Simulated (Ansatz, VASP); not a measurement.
# Tl2Ga in two plane-wave programs

Aim: how closely do two programs agree when they are given the same cell, functional and k mesh? The cell is generated by rule, not measured, and may not be a known phase. The cell is taken from a series of VASP runs on this material, whose earlier steps may have relaxed, scaled or displaced it; both programs get it as it stands.

Calculated with Ansatz 0.2.0; plane waves, with VASP 6.6.1 beside it; single point at PBE.

### 1. The structure

Symmetry: R-3m, No. 166, trigonal system. Conventional cell: a = 5.010 Å, b = 5.010 Å, c = 12.389 Å, α = 90.00°, β = 90.00°, γ = 120.00°. Nearest to Tl lie 4 Ga at 3.07 to 3.09 Å. Nearest to Ga lie 8 Tl at 3.07 to 3.09 Å. Farther neighbours are not listed.

### 2. VASP: single point, PBE

A single point gives forces, pressure and levels at one fixed geometry, so differences don't come from the geometry; what else differs is listed under the comparison.

Lines of VASP's logs that name or quote its potential files are left out, and so is its time.

File INCAR:

```
SYSTEM = Tl2Ga
PREC = Accurate
ENCUT = 400
EDIFF = 1E-06
NELM = 100
ISMEAR = -1
SIGMA = 0.05
LREAL = .FALSE.
ALGO = Normal
GGA = PE
NBANDS = 25
LORBIT = 11
LWAVE = .FALSE.
LCHARG = .FALSE.
ISIF = 2
```

File POSCAR:

```
Tl2Ga
1.0
    2.5052188039      1.4463887430      4.1298062017
   -2.5052188039      1.4463887430      4.1298062017
    0.0000000000     -2.8927774999      4.1298062027
Tl Ga
2 1
Direct
    0.7495911838      0.7495911838      0.7495911837
    0.2504088162      0.2504088162      0.2504088163
    0.5000000000      0.5000000000      0.5000000000
```

File KPOINTS:

```
Automatic mesh
0
Gamma
6 6 6
0 0 0
```

PAW data sets: Tl_d and Ga_d (PBE family, release 64).

On the command line:

```sh
> mpirun -np 1 vasp_std
```

Numbers of over 12 decimals in the logs are rounded to 6 here.

The log of the run:

```text
[banner, memory and clock lines left out]
running    1 mpi-ranks, on    1 nodes
 distrk:  each k-point on    1 cores,    1 groups
 distr:  one band on    1 cores,    1 groups

 POSCAR found type information on POSCAR TlGa
 POSCAR found :  2 types and       3 ions
 LDA part: xc-table for (Slater+PW92), standard interpolation
 POSCAR, INCAR and KPOINTS ok, starting setup
 FFT: planning ... GRIDC
 FFT: planning ... GRID_SOFT
 FFT: planning ... GRID
 WAVECAR not read
 entering main loop
       N       E                     dE             d eps       ncg     rms          rms(c)
DAV:   1     0.244388991181E+03    0.24439E+03   -0.17324E+04  1634   0.164E+03
DAV:   2     0.953890944217E+01   -0.23485E+03   -0.22954E+03  1672   0.395E+02
DAV:   3    -0.680640901332E+01   -0.16345E+02   -0.16193E+02  1917   0.945E+01
DAV:   4    -0.710327418501E+01   -0.29687E+00   -0.29661E+00  1758   0.133E+01
DAV:   5    -0.710955598832E+01   -0.62818E-02   -0.62813E-02  2223   0.191E+00    0.322E+00
DAV:   6    -0.704315006192E+01    0.66406E-01   -0.14217E-01  1797   0.287E+00    0.227E+00
DAV:   7    -0.703489906065E+01    0.82510E-02   -0.63486E-02  2086   0.180E+00    0.871E-01
DAV:   8    -0.703501987537E+01   -0.12081E-03   -0.64052E-03  1677   0.530E-01    0.988E-02
DAV:   9    -0.703510648105E+01   -0.86606E-04   -0.25767E-04  2047   0.132E-01    0.285E-02
DAV:  10    -0.703520681237E+01   -0.10033E-03   -0.14463E-04  1681   0.533E-02    0.645E-03
DAV:  11    -0.703521187043E+01   -0.50581E-05   -0.15678E-05  1928   0.341E-02    0.784E-03
DAV:  12    -0.703521184255E+01    0.27880E-07   -0.35510E-06  1267   0.151E-02
   1 F= -.70352118E+01 E0= -.70297821E+01  d E =-.108596E-01
```

From OUTCAR (step 2):

```text
ion  position               nearest neighbor table
   1  0.750  0.750  0.750-   3 3.07   3 3.07   3 3.07   3 3.09   2 3.55   2 3.55   2 3.55   2 3.56
                             2 3.56   2 3.56
   2  0.250  0.250  0.250-   3 3.07   3 3.07   3 3.07   3 3.09   1 3.55   1 3.55   1 3.55   1 3.56
                             1 3.56   1 3.56
   3  0.500  0.500  0.500-   2 3.07   1 3.07   2 3.07   2 3.07   1 3.07   1 3.07   2 3.09   1 3.09

  LATTYP: Found a trigonal (rhomboedric) cell.
 ALAT       =     5.0421682751
 COS(alpha) =     0.5062732587

 Subroutine GETGRP returns: Found 12 space group operations
 (whereof 12 operations were pure point group operations)

The static configuration has the point symmetry D_3d.

 Found     32 irreducible k-points:

   k-points           NKPTS =     32   k-points in BZ     NKDIM =     32   number of bands    NBANDS=     25

   dimension x,y,z NGX =    36 NGY =   36 NGZ =   36
   dimension x,y,z NGXF=    72 NGYF=   72 NGZF=   72

   ENCUT  =  400.0 eV  29.40 Ry    5.42 a.u.   8.22  8.22  8.22*2*pi/ulx,y,z

   NELECT =      39.0000    total number of electrons

 k-points in reciprocal lattice and weights: Automatic mesh
   0.00000000  0.00000000  0.00000000       0.005
   0.16666667 -0.00000000  0.00000000       0.028
   0.33333333 -0.00000000  0.00000000       0.028
   0.50000000 -0.00000000  0.00000000       0.014
   0.16666667  0.16666667  0.00000000       0.028
   0.33333333  0.16666667  0.00000000       0.056
   0.50000000  0.16666667  0.00000000       0.056
  -0.33333333  0.16666667 -0.00000000       0.056
  -0.16666667  0.16666667  0.00000000       0.028
[...]
-0.33333333  0.50000000  0.33333333       0.028
   0.50000000  0.50000000  0.50000000       0.005

 average (electrostatic) potential at core
       1 -84.8595       2 -84.8595       3 -65.7657

 E-fermi :   4.6489

 k-point     1 :       0.0000    0.0000    0.0000
  band No.  band energies     occupation
    ...
     14      -6.3110      2.00000
     15      -6.3110      2.00000
     16      -4.8741      2.00000
     17       1.8121      2.00000
     18       3.4936      2.00000
     19       5.6628      0.00000
     20       5.7433      0.00000
     21       5.7433      0.00000
     22       6.0953      0.00000
     23       6.1135      0.00000
    ...

 k-point     2 :       0.1667   -0.0000    0.0000
  band No.  band energies     occupation
    ...
     14      -6.3558      2.00000
     15      -6.3555      2.00000
     16      -4.6088      2.00000
     17       1.0630      2.00000
     18       2.7293      2.00000
     19       5.1430      0.00010
     20       5.1845      0.00004
     21       5.4957      0.00000
     22       6.6618      0.00000
     23       6.6860      0.00000
    ...

 k-point     3 :       0.3333   -0.0000    0.0000
  band No.  band energies     occupation
    ...
     14      -6.4752      2.00000
     15      -6.4745      2.00000
     16      -3.8284      2.00000
     17      -0.6784      2.00000
     18       2.0443      2.00000
     19       4.7470      0.24666
     20       4.7736      0.15262
     21       6.1588      0.00000
     22       6.7774      0.00000
     23       6.7799      0.00000
    ...

  Total       -0.0559893     -0.0559893     -0.1976560      0.0000000      0.0000000      0.0000000
  in kB       -0.9990881     -0.9990881     -3.5270283      0.0000000      0.0000000      0.0000000
  external PRESSURE =      -1.8417348 kB  Pullay stress =       0.0000000 kB

  energy-cutoff  :      400.00
  volume of cell :       89.79
      direct lattice vectors                 reciprocal lattice vectors
     2.505218804  1.446388743  4.129806202     0.199583365  0.115229510  0.080714038
    -2.505218804  1.446388743  4.129806202    -0.199583365  0.115229510  0.080714038
     0.000000000 -2.892777500  4.129806203     0.000000000 -0.230459020  0.080714037

 POSITION                                       TOTAL-FORCE (eV/Angst)
 -----------------------------------------------------------------------------------
      0.00000     -0.00000      9.28700        -0.000000      0.000000     -0.010481
      0.00000     -0.00000      3.10242        -0.000000     -0.000000      0.010481
      0.00000     -0.00000      6.19471         0.000000      0.000000      0.000000
 -----------------------------------------------------------------------------------
    total drift:                                0.000000      0.000000     -0.000000

  FREE ENERGIE OF THE ION-ELECTRON SYSTEM (eV)
  ---------------------------------------------------
  free  energy   TOTEN  =        -7.0352118426 eV

  energy  without entropy=       -7.0243522899  energy(sigma->0) =       -7.02978207

 total charge
# of ion       s       p       d       tot
------------------------------------------
    1        1.165   0.404   9.637  11.206
    2        1.165   0.404   9.637  11.206
    3        1.040   0.516   9.935  11.491
--------------------------------------------------
tot          3.370   1.324  29.208  33.902

[... 3 further parts left out ...]
```

The run ends at a pressure of -0.18 GPa, with forces up to 0.010 eV/Å.

### 3. Ansatz: single point, PBE

Ansatz runs on its default PAW (the set named soft_2) files.

The same cell, functional, mesh and smearing now go to Ansatz, which takes its cutoff from its data sets.

File input.yaml:

```yaml
crystal:
  lattice:
    - [2.5052188039, 1.446388743, 4.1298062017]
    - [-2.5052188039, 1.446388743, 4.1298062017]
    - [0.0, -2.8927774999, 4.1298062027]
  atoms:
    - { symbol: Tl, position: [0.7495911838, 0.7495911838, 0.7495911837] }
    - { symbol: Tl, position: [0.2504088162, 0.2504088162, 0.2504088163] }
    - { symbol: Ga, position: [0.5, 0.5, 0.5] }
hamiltonian:
  xc: pbe
  pseudopotentials: { kind: paw }
kpoints:
  mp_grid: { grid: [6, 6, 6] }
scf:
  occupations: { method: fermi_dirac, width: 0.05 }
  n_extra_bands: 4
output:
  forces: true
  stress: true
  eigenvalues: true
  write_density: true
  write_potential: true
  elf: true
  volumetric_format: npy
```

On the command line:

```sh
> ansatz run input.yaml --threads 2 --pin off --max-ram 4608MiB --backend cpu --events-out ev --progress --plain --runs-dir out
```

The log of the run:

```text
scf.n_extra_bands = 4 over 20 filled bands (N_el = 39.0): the run solves 24 bands
Engine: ansatz 0.2.0, x86_64-unknown-linux-gnu
Pseudopotentials: kind: paw
Pseudopotential: Tl, paw, valence charge 13, recommended cutoff 420 eV (normal), Tl.paw.azcp
Pseudopotential: Ga, paw, valence charge 13, recommended cutoff 420 eV (normal), Ga.paw.azcp
Functional definition: PBE
  parameter kappa = 0.804
  parameter beta = 0.066725
  exchange = pbe_x(kappa = kappa, mu = beta*pi^2/3)
  correlation = pbe_c(beta = beta)
Crystal: 3 atoms, lattice volume = 89.787 Å³
Basis set: ecut = 420 eV, 1807 PW (Γ), exchange–correlation on 72×72×72 points (8 copies of the dense FFT grid, shifted against one another)
Bands: 24, of which v1, the nominal top of the filled ones, is band 20 counted from 1 (19 counted from 0)
Symmetry: 12 space group operations
Space group: R-3m (ITA 166), of the structure as read, at distance tolerance 4.5e-5 Å
k-points: 32 of 216
Non-local potential: Tl, projectors of the file, l = 0: 2, l = 1: 2, l = 2: 2, l = 3: 1
Non-local potential: Ga, projectors of the file, l = 0: 2, l = 1: 2, l = 2: 3, l = 3: 1
PAW form: soft (Blöchl's): semilocal exchange-correlation on the pseudo side does not see the compensation charge
PAW one-centre angular grid: Tl, 590 points (default); XC on 64 Gauss nodes
PAW one-centre angular grid: Ga, 590 points (default); XC on 64 Gauss nodes
Initial density: superposition of atomic densities (neutral atoms: chi_scale 0, normalization atom), corrected by the library's trained network
Initial wavefunctions: pseudopotential atomic-orbital guess
Functional: x = pbe(κ = 0.804, μ = 0.219515), c = pbe(β = 0.066725)
SCF iter   1: F=—  HF=-26671.001552 eV  |F-HF|=—  |Δ(HF+E_count)|=         —  Δρ=1.37e-3  dr2=4.42e-3  ethr=1.77e-3  ⟨swp⟩=5.9  Hψ=3452  notcnv=0
preconditioner: auto → Kerker (q_TF=auto, 2.374 Å⁻¹)  [metal: Δε(μ)=0.021 eV  Ē_g=13.535 eV  σ=0.050 eV  W_gap=0.10  n_scr=14 (ndim 8)  ℏωp=24.5 eV  f_vac=0.053  D(μ)=1.14/eV (n_scr^D=0)]
SCF iter   2: F=—  HF=-26670.998956 eV  |F-HF|=—  |Δ(HF+E_count)|=   2.60e-3  Δρ=8.86e-4  dr2=2.02e-3  ethr=1.13e-5  ⟨swp⟩=1.7  Hψ=1260  notcnv=0
SCF iter   3: F=—  HF=-26670.998407 eV  |F-HF|=—  |Δ(HF+E_count)|=   5.49e-4  Δρ=2.28e-4  dr2=6.72e-5  ethr=5.19e-6  ⟨swp⟩=2.1  Hψ=933  notcnv=0
SCF iter   4: F=—  HF=-26670.998411 eV  |F-HF|=—  |Δ(HF+E_count)|=   3.41e-6  Δρ=9.79e-5  dr2=2.11e-5  ethr=1.72e-7  ⟨swp⟩=2.0  Hψ=1179  notcnv=0
SCF iter   5: F=—  HF=-26670.998405 eV  |F-HF|=—  |Δ(HF+E_count)|=   5.91e-6  Δρ=1.01e-4  dr2=1.35e-5  ethr=5.42e-8  ⟨swp⟩=2.0  Hψ=1389  notcnv=0
SCF iter   6: F=—  HF=-26670.998412 eV  |F-HF|=—  |Δ(HF+E_count)|=   7.20e-6  Δρ=3.23e-5  dr2=1.96e-6  ethr=3.47e-8  ⟨swp⟩=2.0  Hψ=1383  notcnv=0
SCF iter   7: F=—  HF=-26670.998415 eV  |F-HF|=—  |Δ(HF+E_count)|=   2.38e-6  Δρ=2.55e-5  dr2=4.48e-7  ethr=5.03e-9  ⟨swp⟩=2.0  Hψ=1387  notcnv=0
SCF iter   8: F=-26670.998415 eV  HF=-26670.998415 eV  |F-HF|=5.94e-8  |Δ(HF+E_count)|=   3.08e-7  Δρ=9.95e-6  dr2=5.98e-8  ethr=2.56e-10  ⟨swp⟩=6.0  Hψ=4797  notcnv=0
SCF 1 converged in 8 iterations: F = -26670.998415 eV  dr2 = 5.98e-8
  greatest PAW one-centre occupation: 0.995 electrons in one spin orbital (limit 2), on the Ga atom at site 2 (counted from 0), in its partial waves of l = 2
SCF converged after 8 iterations
Free energy (F): -26670.998415 eV
Harris-Foulkes:  -26670.998415 eV  (|F-HF|=5.94e-8)
Internal energy: -26670.987570 eV  (E = F + TS)
E sigma→0 (E₀):  -26670.992992 eV
Entropy (-TS):   -0.010845 eV (-3.615 meV/atom)
Fermi energy:    7.971184 eV
--- Per-component energies (eV) ---
  E_band       = -99.953174
  E_kinetic    = 780.923305
  E_local      = -4130.318960  (includes V_loc(G=0)·N_el)
  E_nonlocal   = 1055.850465
  E_hartree    = 1742.860101
  E_xc         = -529.650960
  E_vxc        = -340.838522  (∫ρ·V_xc dr)
  E_paw        = -22313.966799  (= ΣΔE_a)
  E_vpaw       = -951.302880  (= ΣTr[D̂ρ^β])
  E_aug_tail   = -0.000048  (compensation charges beyond the density's cutoff)
  E_ewald      = -3276.684673
  E_smearing   = -0.010845  (= −TS)
  E_closure    = -0.000000  (closes the sum)
  Σ components = -26670.998415   (vs F -26670.998415, Δ=0.00e0)
--- Forces (eV/Å), atoms counted from 1 ---
  atom   1  Tl     0.00000000     0.00000000    -0.01045103
  atom   2  Tl    -0.00000000    -0.00000000     0.01045103
  atom   3  Ga     0.00000000    -0.00000000     0.00000000
  max |Σ_I F_I| component: 1.16e-18 eV/Å
--- Stress (GPa, compression-positive) ---
        0.037189       0.000000       0.000000
        0.000000       0.037189       0.000000
       -0.000000       0.000000      -0.217038
  P = ⅓ Tr σ = -0.0476 GPa (-0.476 kbar)
--- Band table (eV; the first three rows and the last of 32) ---
  k-point 0: bands = [... 16 lower, 5.1516, 6.8213, 8.9853, 9.0658, 9.0658, 9.4152, 9.4333, 9.4333]
  k-point 1: bands = [... 16 lower, 4.3987, 6.0563, 8.4643, 8.5057, 8.8208, 9.9831, 10.0072, 11.4331]
  k-point 2: bands = [... 16 lower, 2.6522, 5.3734, 8.0679, 8.0944, 9.4870, 10.0989, 10.1013, 12.2936]
  k-point 31: bands = [... 16 lower, 1.2559, 5.2686, 7.9980, 7.9980, 9.7057, 10.0177, 10.0177, 13.9444]
```

Wall time 1.3 s (2 threads of Intel Xeon 6975P-C (Granite Rapids), shared host); peak memory 0.45 GiB; 2.5 s of CPU time.

The column dr2 measures how far the density is from self-consistency, as an energy; F and HF (Harris–Foulkes) agree once it is small.

The run ends at a pressure of -0.05 GPa, with forces up to 0.010 eV/Å.

### 4. Comparison

Known differences besides the potentials themselves: the cutoff is 420 eV in Ansatz and 400 eV in VASP; VASP leaves aspherical gradient terms in its spheres out (LASPH is not set), Ansatz keeps them. Total energies have different zeros and are not compared.

The two programs side by side:

```tsv
quantity	Ansatz	VASP	difference
pressure (GPa)	-0.05	-0.18	+0.14
```

Ansatz's pressure holds a Pulay correction of 0.04 GPa; VASP's holds none.

### 5. Results

```json
{"difference in pressure (single point, PBE)": "0.14 GPa"}
```

**Reading.** The difference in pressure is 0.14 GPa (single point, PBE), within the 1 GPa picked in this series as the mark of a large difference. How closely two codes agree says nothing of how well the functional describes the real material.

[Lines on the potential files, build, host, timing and source positions are cut from VASP's logs without a mark.]

[Logs are printed without paths, hosts, clocks, repeated set-up lines and the standing remarks that a program may print on its own settings, such as how far it seeks lower states.]

[Hosts, paths, dates, database ids (printed as entryN), source tags and the programs' standing remarks are cut or masked in the printed files.]
